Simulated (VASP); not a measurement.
Calculation: PBEsol GGA, VASP's PBE PAW potentials (set 64) (plane waves; VASP 6.6.1).

Gaps are without spin-orbit coupling.

**Question.** Order these relaxed crystals by band gap, smallest first: MgZn2O3, P-3m1 (164); MgZnO2, P3m1 (156); Ga2O3, R-3c (167); PbS, Fm-3m (225).

**Answer.** PbS, Fm-3m (225) (0.19 eV), MgZnO2, P3m1 (156) (1.69 eV), MgZn2O3, P-3m1 (164) (1.84 eV), Ga2O3, R-3c (167) (2.67 eV)
